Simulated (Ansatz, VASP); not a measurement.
# WS2 in two plane-wave programs

Aim: how closely do two programs agree when they are given the same cell, functional and k mesh? The structure shown is the start of the Ansatz relaxation below; VASP solves that cell, so the two are compared at the walk's first step.

Main program and level: Ansatz 0.2.0; plane waves, with VASP 6.6.1 beside it; single point at LDA.

### 1. Starting point

The cell holds 3 atoms: 1 W and 2 S. Cell: a = 3.153 Å, b = 3.153 Å, c = 30.085 Å, α = 90.0°, β = 90.0°, γ = 120.0°. As first built, before any earlier steps moved the atoms (in the runner's words): one layer cut from the layered crystal. Vacuum lies along c. The height across the vacuum is the one that the program set for its solve, not the one typed.

### 2. Ansatz: relaxation, LDA

Ansatz runs on its default PAW (the set named soft_2) files.

The two programs are compared at the cell with which this relaxation starts, whose forces are those of its first step.

Contents of input.yaml:

```yaml
crystal:
  lattice:
    - [3.1531999981, 0.0, 0.0]
    - [-1.5765999991, 2.7307513016, 0.0]
    - [0.0, 0.0, 19.142365]
  atoms:
    - { symbol: W, position: [0.0, 0.0, 0.5] }
    - { symbol: S, position: [0.3333333333, 0.6666666667, 0.58207881] }
    - { symbol: S, position: [0.3333333333, 0.6666666667, 0.41792119] }
  periodic: [true, true, false]
kpoints:
  mp_grid: { grid: [8, 8, 1] }
scf:
  occupations: { method: fermi_dirac, width: 0.05 }
hamiltonian:
  xc: lda
output:
  forces: true
  stress: true
relax:
  f_tol: 0.02
  max_steps: 50
  cell: {}
```

Launch:

```console
$ ansatz run input.yaml --threads 1 --pin off --max-ram 5120MiB --backend cpu --events-out ev --progress --plain --runs-dir out
```

Numbers of over 12 decimals in the logs are rounded to 6 here.

The log of the run:

```text
Warning: crystal.periodic: the lattice vector that does not repeat stood 0.000° off the slab's normal, 19.142 Å along it as the deck builds it. The run solves the slab on a vector along the normal, 30.085 Å long, with every atom where it was (on the deck's vector they left 16.00 Å outside them, and the widest stretch free of ions among them is 1.57 Å). A fractional position that the run reports is one of the run's ce [...]
crystal.periodic: the lattice vector that does not repeat stood 0.000° off the slab's normal, 19.142 Å along it as the deck builds it. The run solves the slab on a vector along the normal, 30.085 Å long, with every atom where it was (on the deck's vector they left 16.00 Å outside them, and the widest stretch free of ions among them is 1.57 Å). A fractional position that the run reports is one of the run's cell, which [...]
Engine: ansatz 0.2.0, aarch64-unknown-linux-gnu
Pseudopotentials: kind: paw
Pseudopotential: W, paw, valence charge 14, recommended cutoff 420 eV (normal), W.paw.azcp
Pseudopotential: S, paw, valence charge 6, recommended cutoff 420 eV (normal), S.paw.azcp
Functional definition: SPW92
  exchange = slater_x
  correlation = pw_c
Crystal: 3 atoms, lattice volume = 259.048 Å³
Basis set: ecut = 420 eV, 4985 PW (Γ)
Bands: 17, of which v1, the nominal top of the filled ones, is band 13 counted from 1 (12 counted from 0)
Symmetry: 12 space group operations
Space group: P-6m2 (ITA 187), of the structure as read, at distance tolerance 6.4e-5 Å
k-points: 10 of 64 (time reversal used)
Non-local potential: W, projectors of the file, l = 0: 3, l = 1: 2, l = 2: 2, l = 3: 1
Non-local potential: S, projectors of the file, l = 0: 2, l = 1: 2, l = 2: 2
PAW form: soft (Blöchl's): semilocal exchange-correlation on the pseudo side does not see the compensation charge
PAW frozen core: W, regenerated for the run's functional, and the local potential with it (the file was generated under x = pbe(κ = 0.804, μ = 0.219515), c = pbe(β = 0.066725))
PAW frozen core: S, regenerated for the run's functional, and the local potential with it (the file was generated under x = pbe(κ = 0.804, μ = 0.219515), c = pbe(β = 0.066725))
PAW one-centre angular grid: W, 590 points (default); XC on 64 Gauss nodes
PAW one-centre angular grid: S, 110 points (default); XC on 64 Gauss nodes
Initial density: superposition of atomic densities (neutral atoms: chi_scale 0, normalization atom), corrected by the library's trained network
Initial wavefunctions: pseudopotential atomic-orbital guess
Functional: x = slater, c = lda
SCF iter   1: F=—  HF=-11871.584795 eV  |F-HF|=—  |Δ(HF+E_count)|=         —  Δρ=5.12e-3  dr2=1.55e-1  ethr=1.77e-3  ⟨swp⟩=14.9  Hψ=1721  notcnv=0
preconditioner: auto → none  [insulator: Δε(μ)=2.192 eV  Ē_g=8.662 eV  σ=0.050 eV  W_gap=1.00  n_scr=16 (ndim 8)  ℏωp=9.8 eV  f_vac=0.765  D(μ)=0.00/eV (n_scr^D=0)  ε∞_Penn≈2.3]
SCF iter   2: F=—  HF=-11871.654362 eV  |F-HF|=—  |Δ(HF+E_count)|=   6.96e-2  Δρ=7.57e-3  dr2=5.62e-1  ethr=5.96e-4  ⟨swp⟩=5.0  Hψ=565  notcnv=0  recentre
SCF iter   3: F=—  HF=-11871.564757 eV  |F-HF|=—  |Δ(HF+E_count)|=   8.96e-2  Δρ=1.87e-3  dr2=5.04e-3  ethr=5.96e-4  ⟨swp⟩=4.2  Hψ=398  notcnv=0
SCF iter   4: F=—  HF=-11871.566446 eV  |F-HF|=—  |Δ(HF+E_count)|=   1.69e-3  Δρ=5.21e-4  dr2=7.07e-4  ethr=1.94e-5  ⟨swp⟩=3.4  Hψ=472  notcnv=0
SCF iter   5: F=—  HF=-11871.566405 eV  |F-HF|=—  |Δ(HF+E_count)|=   4.13e-5  Δρ=1.96e-4  dr2=8.85e-5  ethr=2.72e-6  ⟨swp⟩=3.1  Hψ=337  notcnv=0
SCF iter   6: F=—  HF=-11871.566388 eV  |F-HF|=—  |Δ(HF+E_count)|=   1.74e-5  Δρ=3.20e-5  dr2=3.62e-6  ethr=3.40e-7  ⟨swp⟩=2.9  Hψ=339  notcnv=0
SCF iter   7: F=—  HF=-11871.566388 eV  |F-HF|=—  |Δ(HF+E_count)|=   4.83e-8  Δρ=1.19e-5  dr2=4.25e-7  ethr=1.39e-8  ⟨swp⟩=4.1  Hψ=373  notcnv=0
SCF iter   8: F=-11871.566388 eV  HF=-11871.566388 eV  |F-HF|=7.85e-8  |Δ(HF+E_count)|=   7.26e-8  Δρ=5.87e-6  dr2=8.90e-8  ethr=3.85e-10  ⟨swp⟩=8.0  Hψ=899  notcnv=0
SCF 1 converged in 8 iterations: F = -11871.566388 eV  dr2 = 8.90e-8
  greatest PAW one-centre occupation: 1.000 electrons in one spin orbital (limit 2), on the W atom at site 0 (counted from 0), in its partial waves of l = 0
relax step   1: F+E_penalty+E_count = -11871.56638750 eV  Δ(F+E_penalty+E_count) = +0.000e0 eV  max|allowed force component| = 4.232e-1 eV/Å  Δτ_max = 0.0000 Å  P = -2.542 N/m  Ω = 259.048 Å³  fix = [c, alpha, beta]  reactions: c -0.000 N/m  (8 SCF iters, dr2 threshold 1.00e-7 eV, accepted)
[...]
relax step   2: F+E_penalty+E_count = -11871.58238472 eV  Δ(F+E_penalty+E_count) = -1.600e-2 eV  max|allowed force component| = 1.268e-1 eV/Å  Δτ_max = 0.0150 Å  P = +0.566 N/m  Ω = 253.749 Å³  energy of the carried Pulay correction = +1.730e-4 eV  fix = [c, alpha, beta]  reactions: c +0.000 N/m  (6 SCF iters, dr2 threshold 3.00e-7 eV, accepted)
[...]
relax step   3: F+E_penalty+E_count = -11871.58332102 eV  Δ(F+E_penalty+E_count) = -9.363e-4 eV  max|allowed force component| = 1.800e-2 eV/Å  Δτ_max = 0.0055 Å  P = +0.013 N/m  Ω = 254.361 Å³  energy of the carried Pulay correction = +1.528e-4 eV  fix = [c, alpha, beta]  reactions: c +0.000 N/m  (5 SCF iters, dr2 threshold 3.00e-7 eV, accepted)
[...]
relax step   4: F+E_penalty+E_count = -11871.58317649 eV  Δ(F+E_penalty+E_count) = +1.445e-4 eV  max|allowed force component| = 1.796e-2 eV/Å  Δτ_max = 0.0000 Å  P = +0.012 N/m  Ω = 254.361 Å³  fix = [c, alpha, beta]  reactions: c +0.000 N/m  stress off target by 1.17e-2 N/m on what of the cell is left free  SCF on the basis re-selected at this cell (its energy is not comparable with the rows above)  (7 SCF iters)
basis re-selected at this cell: Δ(F+E_penalty+E_count) = +1.445e-4 eV, ΔP = -0.001 N/m vs the last step (what re-selecting the basis moved, of the pressure what is left beyond the Pulay correction that the steps carried, after the strain that the cell walked since its last selection, with what the two solves' SCF thresholds leave and, on support functions, any second-order correction that the steps lacked; it is no m [...]
SCF converged after 7 iterations
Free energy (F): -11871.583176 eV
Harris-Foulkes:  -11871.583176 eV  (|F-HF|=7.28e-12)
Internal energy: -11871.583176 eV  (E = F + TS)
E sigma→0 (E₀):  -11871.583176 eV
Fermi energy:    -4.969492 eV
--- Per-component energies (eV) ---
  E_band       = -628.295288
  E_kinetic    = 669.961966
  E_local      = -45663.983844  (includes V_loc(G=0)·N_el)
  E_nonlocal   = 65.253627
  E_hartree    = 22429.449164
  E_xc         = -459.446628
  E_vxc        = -416.827844  (∫ρ·V_xc dr)
  E_paw        = -9447.476971  (= ΣΔE_a)
  E_vpaw       = -141.597751  (= ΣTr[D̂ρ^β])
  E_aug_tail   = -0.000067  (compensation charges beyond the density's cutoff)
  E_ewald      = 20534.070029
  E_core_change = 0.589548  (= ΣΔE_core)
  E_smearing   = -0.000000  (= −TS)
  E_closure    = -0.000000  (closes the sum)
  Σ components = -11871.583176   (vs F -11871.583176, Δ=0.00e0)
--- Forces (eV/Å), atoms counted from 1 ---
  atom   1  W      0.00000000    -0.00000000    -0.00000000
  atom   2  S      0.00000000    -0.00000000    -0.01796053
  atom   3  S      0.00000000    -0.00000000     0.01796053
  max |Σ_I F_I| component: 3.70e-17 eV/Å
--- 2D stress c σ (N/m, compression-positive) ---
        0.011741       0.000000       0.000000
        0.000000       0.011741       0.000000
        0.000000       0.000000       0.000000
  P = ½ c Tr σ = 0.0117 N/m
--- Relaxed structure (3 steps of the walk, 3 accepted, 1 SCFs on fresh bases) ---
  F+E_penalty+E_count = -11871.58317649 eV   max|allowed force component| = 1.796e-2 eV/Å   (the final SCF, on the basis selected at the relaxed cell)
  cell:  # Å, volume = 254.3611 Å³
    - [3.124546, 2.86051276872388e-11, 0.0]
    - [-1.562273, 2.705936, 0.0]
    - [0.0, 0.0, 30.084730]
  atoms:
    - { symbol: W, position: [4.934324554140898e-17, 4.1119371281814846e-17, 0.318141] }
    - { symbol: S, position: [0.333333, 0.666667, 0.370050] }
    - { symbol: S, position: [0.333333, 0.666667, 0.266232] }
```

### 3. VASP: single point, LDA, start cell, pair 1

The same cell, functional (in two slightly different forms), mesh and smearing now go to VASP, with its own data sets.

Lines of VASP's logs that name or quote its potential files are left out, and so is its time.

Contents of INCAR:

```
SYSTEM = WS2
PREC = Accurate
ENCUT = 520
EDIFF = 1E-06
NELM = 120
ISMEAR = -1
SIGMA = 0.05
LREAL = .FALSE.
ALGO = Normal
GGA = CA
NBANDS = 15
LASPH = .TRUE.
LORBIT = 11
LWAVE = .FALSE.
LCHARG = .FALSE.
ISIF = 2
LDIPOL = .TRUE.
IDIPOL = 3
DIPOL = 0.5 0.5 0.318
LVHAR = .TRUE.
GGA_COMPAT = .FALSE.
EFERMI = MIDGAP
NELMDL = -8
```

Contents of POSCAR:

```
WS2
1.0
    3.1532000000      0.0000000000      0.0000000000
   -1.5766000000      2.7307510000      0.0000000000
    0.0000000000      0.0000000000     30.0847300000
W S
1 2
Direct
    0.0000000000      0.0000000000      0.3181408974
    0.3333333944      0.6666667887      0.3703661293
    0.3333333944      0.6666667887      0.2659156323
```

Contents of KPOINTS:

```
Automatic mesh
0
Gamma
8 8 1
0 0 0
```

Potentials, in the order of the species: W and S (LDA family, release 64).

Launch:

```console
$ mpirun -np 1 vasp_std
```

The log of the run:

```text
[banner, memory and clock lines left out]
running    1 mpi-ranks, on    1 nodes
 distrk:  each k-point on    1 cores,    1 groups
 distr:  one band on    1 cores,    1 groups

 POSCAR found type information on POSCAR W S
 POSCAR found :  2 types and       3 ions
 LDA part: xc-table for (Slater(with rela. corr.)+CA(PZ))
 , standard interpolation
 POSCAR, INCAR and KPOINTS ok, starting setup
 FFT: planning ... GRIDC
 FFT: planning ... GRID_SOFT
 FFT: planning ... GRID
 WAVECAR not read
 entering main loop
       N       E                     dE             d eps       ncg     rms          rms(c)
DAV:   1     0.137487680055E+03    0.13749E+03   -0.56516E+03   300   0.844E+02
DAV:   2    -0.910795956659E+01   -0.14660E+03   -0.13484E+03   479   0.161E+02
DAV:   3    -0.272522594517E+02   -0.18144E+02   -0.17995E+02   426   0.718E+01
DAV:   4    -0.276301234460E+02   -0.37786E+00   -0.37646E+00   407   0.131E+01
DAV:   5    -0.276393178096E+02   -0.91944E-02   -0.91888E-02   413   0.199E+00
DAV:   6    -0.276397461837E+02   -0.42837E-03   -0.42837E-03   415   0.427E-01
DAV:   7    -0.276397597491E+02   -0.13565E-04   -0.13565E-04   442   0.691E-02
DAV:   8    -0.276397602949E+02   -0.54583E-06   -0.54578E-06   382   0.134E-02    0.281E+01
DAV:   9    -0.264578432550E+02    0.11819E+01   -0.31736E+00   402   0.124E+01    0.120E+01
DAV:  10    -0.263079999233E+02    0.14984E+00   -0.11440E+00   391   0.838E+00    0.588E+00
DAV:  11    -0.262183750131E+02    0.89625E-01   -0.17443E-01   384   0.365E+00    0.858E-01
DAV:  12    -0.262179017621E+02    0.47325E-03   -0.31638E-02   412   0.122E+00    0.470E-01
DAV:  13    -0.262162802752E+02    0.16215E-02   -0.72094E-03   412   0.586E-01    0.152E-01
DAV:  14    -0.262163684237E+02   -0.88149E-04   -0.56311E-04   377   0.196E-01    0.433E-02
[...]
DAV:  19    -0.262171432944E+02   -0.10274E-03   -0.70093E-06   370   0.945E-03    0.336E-03
DAV:  20    -0.262171550505E+02   -0.11756E-04   -0.17914E-07   353   0.195E-03    0.136E-03
DAV:  21    -0.262171833179E+02   -0.28267E-04   -0.13045E-06   287   0.336E-03    0.867E-04
DAV:  22    -0.262171864976E+02   -0.31798E-05   -0.20214E-07   325   0.139E-03    0.743E-04
DAV:  23    -0.262171934162E+02   -0.69186E-05   -0.22872E-07   291   0.135E-03    0.324E-04
DAV:  24    -0.262171953107E+02   -0.18945E-05   -0.48432E-08   325   0.840E-04    0.218E-04
DAV:  25    -0.262171969269E+02   -0.16162E-05   -0.38964E-08   283   0.596E-04    0.254E-04
DAV:  26    -0.262171974512E+02   -0.52433E-06   -0.99414E-09   304   0.348E-04
   1 F= -.26217197E+02 E0= -.26217197E+02  d E =-.119125E-09
```

Parts of OUTCAR (step 3):

```text
ion  position               nearest neighbor table
   1  0.000  0.000  0.318-   2 2.40   2 2.40   2 2.40   3 2.40   3 2.40   3 2.40
   2  0.333  0.667  0.370-   1 2.40   1 2.40   1 2.40
   3  0.333  0.667  0.266-   1 2.40   1 2.40   1 2.40

  LATTYP: Found a hexagonal cell.
 ALAT       =     3.1532000000
 C/A-ratio  =     9.5410154763

 Subroutine GETGRP returns: Found 12 space group operations
 (whereof  6 operations were pure point group operations)

The static configuration has the point symmetry C_3v.
 The point group associated with its full space group is D_3h.

 Found     10 irreducible k-points:

   k-points           NKPTS =     10   k-points in BZ     NKDIM =     10   number of bands    NBANDS=     15

   dimension x,y,z NGX =    24 NGY =   24 NGZ =  224
   dimension x,y,z NGXF=    48 NGYF=   48 NGZF=  448

   ENCUT  =  520.0 eV  38.22 Ry    6.18 a.u.   5.86  5.86 55.94*2*pi/ulx,y,z

   NELECT =      18.0000    total number of electrons

 k-points in reciprocal lattice and weights: Automatic mesh
   0.00000000  0.00000000  0.00000000       0.016
   0.12500000  0.00000000  0.00000000       0.094
   0.25000000  0.00000000  0.00000000       0.094
   0.37500000  0.00000000  0.00000000       0.094
   0.50000000  0.00000000  0.00000000       0.047
   0.12500000  0.12500000  0.00000000       0.094
   0.25000000  0.12500000  0.00000000       0.188
   0.37500000  0.12500000  0.00000000       0.188
   0.25000000  0.25000000  0.00000000       0.094
   0.37500000  0.25000000  0.00000000       0.094

 dipolmoment           0.000000      0.000000      0.000010 electrons x Angstroem

 average (electrostatic) potential at core
       1 -49.5003       2 -95.3707       3 -95.3708

 E-fermi :  -2.5722

 k-point     1 :       0.0000    0.0000    0.0000
  band No.  band energies     occupation
    ...
      5      -6.3809      2.00000
      6      -5.7187      2.00000
      7      -5.1143      2.00000
      8      -5.1143      2.00000
      9      -3.7088      2.00000
     10      -0.5932      0.00000
     11      -0.5932      0.00000
     12      -0.4319      0.00000
     13      -0.4319      0.00000
     14       1.5934      0.00000
    ...

 k-point     2 :       0.1250    0.0000    0.0000
  band No.  band energies     occupation
    ...
      5      -6.4241      2.00000
      6      -6.1202      2.00000
      7      -5.5001      2.00000
      8      -4.8774      2.00000
      9      -3.8379      2.00000
     10      -1.0049      0.00000
     11      -0.7601      0.00000
     12      -0.6543      0.00000
     13      -0.1467      0.00000
     14       2.1598      0.00000
    ...

 k-point     3 :       0.2500    0.0000    0.0000
  band No.  band energies     occupation
    ...
      5      -7.4642      2.00000
      6      -6.2128      2.00000
      7      -5.4858      2.00000
      8      -5.1894      2.00000
      9      -4.4739      2.00000
     10      -1.2877      0.00000
     11      -0.9612      0.00000
     12      -0.3738      0.00000
     13       0.6199      0.00000
     14       2.9525      0.00000
    ...

  Total       -1.4638281     -1.4638278     -1.3869396      0.0000000      0.0000000      0.0000000
  in kB       -9.0535922     -9.0535902     -8.5780463      0.0000000      0.0000000      0.0000000
  external PRESSURE =      -8.8950762 kB  Pullay stress =       0.0000000 kB

  energy-cutoff  :      520.00
  volume of cell :      259.05
      direct lattice vectors                 reciprocal lattice vectors
     3.153200000  0.000000000  0.000000000     0.317138145  0.183099814  0.000000000
    -1.576600000  2.730751000  0.000000000     0.000000000  0.366199628  0.000000000
     0.000000000  0.000000000 30.084730000     0.000000000  0.000000000  0.033239454

 POSITION                                       TOTAL-FORCE (eV/Angst)
 -----------------------------------------------------------------------------------
      0.00000      0.00000      9.57118         0.000000      0.000000     -0.000000
      0.00000      1.82050     11.14237        -0.000000      0.000000     -0.433293
      0.00000      1.82050      8.00000        -0.000000     -0.000000      0.433293
 -----------------------------------------------------------------------------------
    total drift:                               -0.000000     -0.000354      0.000959

  FREE ENERGIE OF THE ION-ELECTRON SYSTEM (eV)
  ---------------------------------------------------
  free  energy   TOTEN  =       -26.2171974512 eV

  energy  without entropy=      -26.2171974511  energy(sigma->0) =      -26.21719745

 vacuum level on the upper side and lower side of the slab         2.377         2.377

 total charge
# of ion       s       p       d       tot
------------------------------------------
    1        0.566   0.714   4.290   5.570
    2        1.357   2.353   0.000   3.710
    3        1.357   2.353   0.000   3.710
--------------------------------------------------
tot          3.281   5.420   4.290  12.991

[... 3 further parts left out ...]
```

(Part 1 of 2 ends here.)

[Lines on the potential files, build, host, timing and source positions are cut from VASP's logs without a mark.]

[Logs are printed without paths, hosts, clocks, repeated set-up lines and the standing remarks that a program may print on its own settings, such as how far it seeks lower states.]

[Hosts, paths, dates, database ids (printed as entryN), source tags and the programs' standing remarks are cut or masked in the printed files.]
